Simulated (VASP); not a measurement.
The system is NbP.

```
CELL_PARAMETERS angstrom
-1.67492 1.67492 5.74011
1.67492 -1.67492 5.74011
1.67492 1.67492 -5.74011
ATOMIC_POSITIONS crystal
Nb 0.74988 0.74988 0.00000
Nb 0.49988 0.99988 0.50000
P 0.33275 0.33275 0.00000
P 0.08275 0.58275 0.50000
```

The cell is a database's computed one.

Program: VASP 6.6.1. Alike in all runs: task electric field gradients; no spin polarisation; cell as given; smearing fermi-dirac 0.02 eV. Hardware: 1 thread of Intel(R) Xeon(R) Platinum 8375C CPU @ 2.90GHz (Ice Lake) (shared host).

**Question.** Order these runs on this cell by their wall time, lowest first.
A. level PBEsol; potentials or basis VASP PAW PBE potentials, release 64 (Nb_sv, P); k mesh 9 × 9 × 9; cutoff (eV) 300; mesh quality not flagged
B. level LDA; potentials or basis VASP PAW LDA potentials, release 64 (Nb_sv, P); k mesh 5 × 5 × 5; cutoff (eV) 300; mesh quality coarse
C. level LDA; potentials or basis VASP PAW LDA potentials, release 64 (Nb_sv, P); k mesh 9 × 9 × 9; cutoff (eV) 520; mesh quality not flagged

**Answer.** B (87 s), A (260 s), C (730 s).

Caveats: some runs use coarse meshes.
